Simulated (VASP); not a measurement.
# Ca3TiF6 (Fm-3m) in VASP: single point with r2SCAN

Aim: the single point of Ca3TiF6 with r2SCAN.

Program: VASP 6.6.1. These are calculated values, not measurements. Logs are shortened: lines on timing, memory, paths and dates and some standing lists are left out, and cuts for length are marked.

**1. The structure**

Symmetry: Fm-3m, No. 225, cubic system. The conventional cell has a = 8.178 Å, b = 8.178 Å, c = 8.178 Å, α = 90.00°, β = 90.00°, γ = 90.00°. Around Ca (site symmetry m-3m) lie 6 F at 2.32 Å. Around Ca (site symmetry -43m) lie 12 F at 2.90 Å. Around Ti (site symmetry m-3m) lie 6 F at 1.77 Å. Around F (site symmetry 4mm) lie 1 Ti at 1.77 Å.

The cell was built by a generator and needn't be a form met in nature.

**2. Single point, r2SCAN**

POSCAR

```
Ca3TiF6
1.0
    0.0000000000      4.0887989700      4.0887989700
    4.0887989700      0.0000000000      4.0887989700
    4.0887989700      4.0887989700      0.0000000000
Ca Ti F
3 1 6
Direct
    0.0000000000      0.0000000000      0.0000000000
    0.2500000000      0.2500000000      0.2500000000
    0.7500000000      0.7500000000      0.7500000000
    0.5000000000      0.5000000000      0.5000000000
    0.2838000000      0.2838000000      0.7162000000
    0.7162000000      0.7162000000      0.2838000000
    0.7162000000      0.2838000000      0.2838000000
    0.2838000000      0.7162000000      0.7162000000
    0.2838000000      0.7162000000      0.2838000000
    0.7162000000      0.2838000000      0.7162000000
```

INCAR.step1

```
SYSTEM = Ca3TiF6
ALGO     = Normal         ! electronic algorithm
EDIFF    = 1E-4           ! SCF threshold, eV
ENCUT    = 520            ! plane-wave cutoff, eV
GGA      = PE             ! functional
ISMEAR   = -1             ! smearing method
LASPH    = .True.         ! aspherical terms in the spheres
LCHARG   = .False.        ! write CHGCAR
LREAL    = .False.        ! projectors in reciprocal space
LWAVE    = .True.         ! write WAVECAR
NBANDS   = 53             ! bands
NELM     = 100            ! most SCF steps
PREC     = Accurate       ! precision mode
SIGMA    = 0.1            ! smearing width, eV
```

INCAR.step2

```
SYSTEM = Ca3TiF6
ALGO     = Normal         ! electronic algorithm
EDIFF    = 1E-7           ! SCF threshold, eV
ENCUT    = 520            ! plane-wave cutoff, eV
ISIF     = 2              ! what is computed and relaxed
ISMEAR   = -1             ! smearing method
ISTART   = 1            
LASPH    = .True.         ! aspherical terms in the spheres
LCHARG   = .True.         ! write CHGCAR
LELF     = .True.         ! ELF
LMIXTAU  = .True.       
LREAL    = .False.        ! projectors in reciprocal space
LVHAR    = .True.       
LWAVE    = .False.        ! write WAVECAR
METAGGA  = R2SCAN         ! meta-GGA
NBANDS   = 53             ! bands
NELM     = 100            ! most SCF steps
PREC     = Accurate       ! precision mode
SIGMA    = 0.1            ! smearing width, eV
```

KPOINTS

```
k-points
0
Gamma
  7 7 7
  0 0 0
```

Potentials or basis: VASP PAW PBE potentials, release 64 (Ca_sv, Ti_sv, F).

Launch:

```console
> cat potpaw_PBE.64/Ca_sv/POTCAR potpaw_PBE.64/Ti_sv/POTCAR potpaw_PBE.64/F/POTCAR > POTCAR
> cp INCAR.step1 INCAR
> mpirun -np 1 vasp_std > vasp.out
> cp INCAR.step2 INCAR
> mpirun -np 1 vasp_std > vasp.out
```

OUTCAR:

```text
SYSTEM = Ca3TiF6
   EDIFF = 1E-7
   ENCUT = 520
   ISIF = 2
   ISMEAR = -1
   ISTART = 1
   LASPH = .True.
   LREAL = .False.
   METAGGA = R2SCAN
   NELM = 100
   PREC = Accurate

 ion  position               nearest neighbor table
   1  0.000  0.000  0.000-   5 2.32   6 2.32   7 2.32   8 2.32   9 2.32  10 2.32
   2  0.250  0.250  0.250-
   3  0.750  0.750  0.750-
   4  0.500  0.500  0.500-   5 1.77   6 1.77   7 1.77   8 1.77   9 1.77  10 1.77
   5  0.284  0.284  0.716-   4 1.77   1 2.32
   6  0.716  0.716  0.284-   4 1.77   1 2.32
   7  0.716  0.284  0.284-   4 1.77   1 2.32
   8  0.284  0.716  0.716-   4 1.77   1 2.32
   9  0.284  0.716  0.284-   4 1.77   1 2.32
  10  0.716  0.284  0.716-   4 1.77   1 2.32

  LATTYP: Found a face centered cubic cell.
 ALAT       =     8.1775979400

  Lattice vectors:

 A1 = (   0.0000000000,   4.0887989700,   4.0887989700)
 A2 = (   4.0887989700,   0.0000000000,   4.0887989700)
 A3 = (   4.0887989700,   4.0887989700,   0.0000000000)

Analysis of symmetry for initial positions (statically):
=====================================================================
 Subroutine PRICEL returns:
 Original cell was already a primitive cell.

 Routine SETGRP: Setting up the symmetry group for a
 face centered cubic supercell.

 Subroutine GETGRP returns: Found 48 space group operations
 (whereof 48 operations were pure point group operations)
 out of a pool of 48 trial point group operations.

The static configuration has the point symmetry O_h .

Analysis of symmetry for dynamics (positions and initial velocities):
=====================================================================
 Subroutine PRICEL returns:
 Original cell was already a primitive cell.

 Routine SETGRP: Setting up the symmetry group for a
 face centered cubic supercell.

 Subroutine GETGRP returns: Found 48 space group operations
 (whereof 48 operations were pure point group operations)
 out of a pool of 48 trial point group operations.

The dynamic configuration has the point symmetry O_h .

 Subroutine INISYM returns: Found 48 space group operations
 (whereof 48 operations are pure point group operations),
 and found     1 'primitive' translations

[... 111 lines left out ...]
   ISIF   =      2    stress and relaxation
   ISYM   =      2    0-nonsym 1-usesym 2-fastsym
   POTIM  = 0.5000    time-step for ionic-motion
   TEBEG  =    0.0;   TEEND  =   0.0 temperature during run
   PSTRESS=    0.0 pullay stress
   NELECT =      84.0000    total number of electrons
   NUPDOWN=      -1.0000    fix difference up-down
   EMIN   =  10.00;   EMAX   =-10.00  energy-range for DOS
   EFERMI =   0.00;   METHOD = LEGACY
   ISMEAR =    -1;   SIGMA  =   0.10  broadening in eV -4-tet -1-fermi 0-gaus
   EFERMI_NEDOS =   21; number of points for ismear=-14 and -15
   IALGO  =     38    algorithm
   IMIX   =      4    mixing-type and parameters
     AMIX     =   0.40;   BMIX     =  1.00
     AMIX_MAG =   1.60;   BMIX_MAG =  1.00
  volume/ion in A,a.u.               =      13.67        92.26
  Fermi-wavevector in a.u.,A,eV,Ry     =   1.391753  2.630032 26.354164  1.936976
  Thomas-Fermi vector in A             =   2.515562
   LORBIT       =      0    0 simple, 1 ext, 2 COOP (PROOUT), +10 PAW based schemes
   METAGGA = R2SCAN    functional components
   LHFCALC =     F    Hartree Fock is set to
   AEXX    =    0.0000 exact exchange contribution
   IVDW    =     0    specifies the selected vdW correction
   LEPSILON=     F    determine dielectric tensor
   LRPA    =     F    only Hartree local field effects (RPA)
 non-spin polarized calculation
  energy-cutoff  :      520.00
  volume of cell :      136.72
 maximum number of plane-waves:      3695
 NGX is ok and might be reduce to    48
   NGX = 21   NGY = 21   NGZ = 21

 number of electron      83.9999998 magnetization

 Free energy of the ion-electron system (eV)
  ---------------------------------------------------
  ext. energy  EPLUGINS =         0.00000000
  ---------------------------------------------------
  free energy    TOTEN  =       -77.03611857 eV

  energy without entropy =      -76.76666867  energy(sigma->0) =      -76.90139362

 E-fermi :   7.4420     XC(G=0): -10.6454

 val. band max:        7.4389418166   @ k =   0.2857   0.0000   0.0000
 cond. band min:       7.4568944893   @ k =  -0.4286   0.1429   0.0000
 fundamental gap:      0.0179526726
 Fermi energy:         7.4420180894

 k-point     1 :       0.0000    0.0000    0.0000
  band No.  band energies     occupation
      1     -53.8675      2.00000
      2     -38.0155      2.00000
      3     -38.0060      2.00000
      4     -37.1221      2.00000
      5     -29.9241      2.00000
      6     -29.9241      2.00000
[... 1109 lines left out ...]
     52       8.9996      0.00000
     53       9.3571      0.00000

------------------------ aborting loop because EDIFF is reached ----------------------------------------

  FORCE on cell =-STRESS in cart. coord.  units (eV):
  Direction    XX          YY          ZZ          XY          YZ          ZX
  --------------------------------------------------------------------------------------
  -------------------------------------------------------------------------------------
  Total       24.6433001     24.6433001     24.6433001     -0.0000000      0.0000000      0.0000000
  in kB      288.7966675    288.7966675    288.7966675     -0.0000000      0.0000000      0.0000000
  external PRESSURE =     288.7966675 kB  Pullay stress =       0.0000000 kB

 VOLUME and BASIS-vectors are now :
 -----------------------------------------------------------------------------
  energy-cutoff  :      520.00
  volume of cell :      136.72
      direct lattice vectors                 reciprocal lattice vectors
     0.000000000  4.088798970  4.088798970    -0.122285298  0.122285298  0.122285298
     4.088798970  0.000000000  4.088798970     0.122285298 -0.122285298  0.122285298
     4.088798970  4.088798970  0.000000000     0.122285298  0.122285298 -0.122285298

 POSITION                                       TOTAL-FORCE (eV/Angst)
 -----------------------------------------------------------------------------------
      0.00000      0.00000      0.00000        -0.000000      0.000000      0.000000
      2.04440      2.04440      2.04440         0.000000      0.000000      0.000000
      6.13320      6.13320      6.13320         0.000000     -0.000000     -0.000000
      4.08880      4.08880      4.08880         0.000000      0.000000      0.000000
      4.08880      4.08880      2.32080         0.000000      0.000000     -5.059385
      4.08880      4.08880      5.85680         0.000000      0.000000      5.059385
      2.32080      4.08880      4.08880        -5.059385      0.000000      0.000000
      5.85680      4.08880      4.08880         5.059385      0.000000      0.000000
      4.08880      2.32080      4.08880         0.000000     -5.059385      0.000000
      4.08880      5.85680      4.08880         0.000000      5.059385      0.000000
 -----------------------------------------------------------------------------------
    total drift:                               -0.000000      0.000000      0.000000

  FREE ENERGIE OF THE ION-ELECTRON SYSTEM (eV)
  ---------------------------------------------------
  free  energy   TOTEN  =       -77.0361185674 eV

  energy  without entropy=      -76.7666686709  energy(sigma->0) =      -76.90139362
```

OSZICAR.step1:

```text
N       E                     dE             d eps       ncg     rms          rms(c)
DAV:   1     0.112362044272E+04    0.11236E+04   -0.44506E+04  2120   0.169E+03
DAV:   2     0.695409116293E+02   -0.10541E+04   -0.10257E+04  2481   0.511E+02
DAV:   3    -0.445951668404E+02   -0.11414E+03   -0.11278E+03  2903   0.173E+02
DAV:   4    -0.522574287619E+02   -0.76623E+01   -0.74102E+01  3248   0.379E+01
DAV:   5    -0.526492521958E+02   -0.39182E+00   -0.38558E+00  3088   0.658E+00    0.310E+01
DAV:   6    -0.511024683185E+02    0.15468E+01   -0.59944E+01  2910   0.533E+01    0.238E+01
DAV:   7    -0.478605436450E+02    0.32419E+01   -0.91576E+01  2902   0.346E+01    0.153E+01
DAV:   8    -0.469211053794E+02    0.93944E+00   -0.23801E+00  3023   0.105E+01    0.724E+00
DAV:   9    -0.469376689727E+02   -0.16564E-01   -0.17451E+00  2987   0.721E+00    0.389E+00
DAV:  10    -0.468400102076E+02    0.97659E-01   -0.17728E+00  2932   0.505E+00    0.119E+00
DAV:  11    -0.468307419577E+02    0.92682E-02   -0.21970E-01  2667   0.233E+00    0.108E+00
DAV:  12    -0.468251198189E+02    0.56221E-02   -0.11854E-01  2859   0.153E+00    0.488E-01
DAV:  13    -0.468229364904E+02    0.21833E-02   -0.53031E-03  3425   0.358E-01    0.275E-01
DAV:  14    -0.468223042116E+02    0.63228E-03   -0.73952E-04  2112   0.130E-01    0.161E-01
DAV:  15    -0.468219988573E+02    0.30535E-03   -0.96134E-04  2115   0.137E-01    0.171E-02
DAV:  16    -0.468220019337E+02   -0.30765E-05   -0.82767E-05  1446   0.459E-02
   1 F= -.46822002E+02 E0= -.46688395E+02  d E =-.267213E+00
```

Run time: 12 min. Hardware: 1 thread of Intel Xeon Platinum 8488C (Sapphire Rapids), shared host; peak memory 0.43 GiB.

Results:

| Item | Value |
| --- | --- |
| Free energy | -77.0361 eV |
| Pressure | 28.9 GPa |
| Largest force | 5.059 eV/Å |
| Band gap on the k mesh | none (metal or under the smearing width) |

Forces on the atoms (eV/Å):
```
Ca   0.000  0.000  0.000
Ca   0.000  0.000  0.000
Ca   0.000  0.000  0.000
Ti   0.000  0.000  0.000
F    0.000  0.000 -5.059
F    0.000  0.000  5.059
F   -5.059  0.000  0.000
F    5.059  0.000  0.000
F    0.000 -5.059  0.000
F    0.000  5.059  0.000
```

Caveat: a pressure of tens of GPa on the cell as given is suspect, and the run, the potentials or the cell itself is likely at fault; the PAW data sets were made with another functional, which shifts forces and pressure a little; semilocal functionals often make such compounds metallic where correlation or magnetic order opens a gap, which also shifts bond lengths.
